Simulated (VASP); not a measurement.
Wanted: the native input for a VASP 6.6.1 run.

```
Task                   : single point
Functional             : PBE
Potentials or basis    : VASP PAW PBE potentials, release 64 (Ge_d, Sb, Te)
Cutoff                 : 520 eV
k mesh                 : 3 × 3 × 3
Occupations            : gaussian, width 0.15 eV
Spin                   : no spin polarisation
Further INCAR settings : PREC = Normal; LREAL = Auto; ALGO = Fast; EDIFF = 1e-05
```

The structure of GeSb2Te4 lies in POSCAR:

```
GeSb2Te4
1.0
    0.0000000000      6.3533700000      6.3533700000
    6.3533700000      0.0000000000      6.3533700000
    6.3533700000      6.3533700000      0.0000000000
Ge Sb Te
2 4 8
Direct
    0.2500000000      0.2500000000      0.2500000000
    0.0000000000      0.0000000000      0.0000000000
    0.6250000000      0.6250000000      0.6250000000
    0.1250000000      0.6250000000      0.6250000000
    0.6250000000      0.1250000000      0.6250000000
    0.6250000000      0.6250000000      0.1250000000
    0.3807390000      0.8577820000      0.3807390000
    0.3807390000      0.3807390000      0.3807390000
    0.3807390000      0.3807390000      0.8577820000
    0.8577820000      0.3807390000      0.3807390000
    0.3922180000      0.8692610000      0.8692610000
    0.8692610000      0.3922180000      0.8692610000
    0.8692610000      0.8692610000      0.3922180000
    0.8692610000      0.8692610000      0.8692610000
```

The cell was built by a generator and needn't be a form met in nature.

The input as run:

INCAR

```
SYSTEM = GeSb2Te4
PREC = Normal ; ENCUT = 520
EDIFF = 1E-5 ; ISMEAR = 0
SIGMA = 0.15 ; LREAL = Auto
LASPH = .TRUE. ; NELM = 80
ALGO = Fast ; ISIF = 2
LWAVE = .FALSE. ; LCHARG = .FALSE.
GGA = PE
```

KPOINTS

```
Automatic mesh
0
G
  3 3 3
  0 0 0
```

Potentials or basis: VASP PAW PBE potentials, release 64 (Ge_d, Sb, Te).

Command:

```console
$ cat potpaw_PBE.64/Ge_d/POTCAR potpaw_PBE.64/Sb/POTCAR potpaw_PBE.64/Te/POTCAR > POTCAR
$ mpirun -np 1 vasp_std > vasp.out
```

It gave:

```yaml
Pressure: 0.0 GPa
Largest_force: 0.008 eV/Å
Band_gap_on_the_k_mesh: 0.52 eV, indirect (least direct gap 0.71 eV)
```

Caveat: spin-orbit coupling is left out, which moves the levels of the heavy elements; an odd mesh through Γ misses points on the zone boundary, where band edges often lie.

It took 100 s on 1 thread of Intel(R) Xeon(R) Platinum 8259CL CPU @ 2.50GHz (Skylake/Cascade Lake), with other jobs on the host, peak memory 0.4 GiB.
